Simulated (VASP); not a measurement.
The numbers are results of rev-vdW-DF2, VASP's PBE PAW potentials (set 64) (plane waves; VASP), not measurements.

A VASP calculation is set up with these files.

### KPOINTS
```
Automatic mesh
0
Gamma
7 7 4
0 0 0
```

**INCAR**
```
AGGAC  =  0.0
LUSE_VDW  =  .True.
LREAL  =  .False.
ISMEAR  =  -5   ! tetrahedra, Bloechl
NELM  =  100
LORBIT  =  11
LWAVE  =  .False.
NEDOS  =  601   ! DOS grid
PREC  =  Accurate
PARAM1  =  0.1234568
ENCUT  =  520   ! plane-wave cut-off (eV)
GGA  =  MK
SYSTEM  =  La2O3
LCHARG  =  .True.
LEFG  =  .True.
ZAB_VDW  =  -1.8867
LMAXMIX  =  6   ! l cut-off of mixed one-centre charges
LASPH  =  .True.
EDIFF  =  1E-7
ISIF  =  2
ALGO  =  Normal   ! blocked Davidson
PARAM2  =  0.7114
```

File POSCAR:
```
La2O3
1.0
  1.9640524175  -3.4018384858   0.0000000000
  1.9640524175   3.4018384858   0.0000000000
  0.0000000000   0.0000000000   6.0933947271
La O
2 3
Direct
  0.3333330000   0.6666670000   0.2453536663
  0.6666670000   0.3333330000   0.7546463337
  0.0000000000   0.0000000000   0.0000000000
  0.3333330000   0.6666670000   0.6461208471
  0.6666670000   0.3333330000   0.3538791529
```

POTCAR, in this order: La O (PBE.64 set). Program: vasp_std.

Question: What does the run give for the energy per atom (σ→0)?

Answer: 
```yaml
energy per atom (σ→0): -6.870 eV/atom
```

File OSZICAR:
```
...
DAV:  12    -0.343504582433E+02   -0.36675E-04   -0.18170E-03  2416   0.316E-01    0.591E-02
DAV:  13    -0.343504265168E+02    0.31726E-04   -0.74632E-04  2264   0.191E-01    0.110E-02
DAV:  14    -0.343504302960E+02   -0.37792E-05   -0.50614E-05  2216   0.746E-02    0.462E-03
DAV:  15    -0.343504306502E+02   -0.35421E-06   -0.55337E-06  2584   0.220E-02    0.353E-03
DAV:  16    -0.343504305226E+02    0.12769E-06   -0.10135E-06  2136   0.858E-03    0.248E-03
DAV:  17    -0.343504304185E+02    0.10410E-06   -0.26707E-07  1344   0.485E-03    0.124E-03
DAV:  18    -0.343504304167E+02    0.17449E-08   -0.73198E-08  1320   0.513E-03
   1 F= -.34350430E+02 E0= -.34350430E+02  d E =0.000000E+00
```

The compound is La2O3 in the a-type structure. It was relaxed first.
